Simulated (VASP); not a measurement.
An input for Ansatz (written as the equivalent of a VASP run, and not itself run):

Ansatz 0.2 input:
```yaml
crystal:
  lattice:
    - [0.0000000, 2.0973999, 2.0973999]
    - [2.0973999, 0.0000000, 2.0973999]
    - [2.0973999, 2.0973999, 0.0000000]
  atoms:
    - { symbol: Mg, position: [0.0000000, 0.0000000, 0.0000000] }
    - { symbol: O, position: [0.5000000, 0.5000000, 0.5000000] }
kpoints:
  mp_grid: { grid: [10, 10, 10] }
hamiltonian:
  xc: r2scan
  pseudopotentials: { kind: paw }
scf:
  occupations: { method: gaussian, width: 0.05 }
  max_iter: 100
output: { forces: true, stress: true, eigenvalues: true }
```

Problem. Translate this input to VASP (INCAR, KPOINTS, POSCAR, choice of POTCAR).

Solution. Several could match; the one computed here: 
### KPOINTS
```
Automatic mesh
0
Gamma
10 10 10
0 0 0
```

**POSCAR**
```
MgO
1
    0.0000000000     2.0973999269     2.0973999269
    2.0973999269     0.0000000000     2.0973999269
    2.0973999269     2.0973999269     0.0000000000
Mg O
1 1
Direct
  0.0000000000   0.0000000000   0.0000000000
  0.5000000000   0.5000000000   0.5000000000
```

INCAR:
```
SYSTEM = MgO
PREC = Accurate; ENCUT = 600; LREAL = F
LASPH = T
EDIFF = 1E-7; NELM = 100; ALGO = Normal
LMIXTAU = T
ISMEAR = 0; SIGMA = 0.05
METAGGA = R2SCAN
ISIF = 2
LWAVE = F; LCHARG = F
```

POTCAR, in this order: Mg O (PBE.64 set). Program: vasp_std.

Limits of the translation: each code has its own PAW files, so the cut-off isn't converted (ENCUT is set for VASP's; basis.ecutwfc is left out, and Ansatz then takes the one that its files recommend); Ansatz stops its SCF on the density residual and VASP on the energy change (EDIFF).

The compound is MgO in the rock salt structure. It was relaxed first.
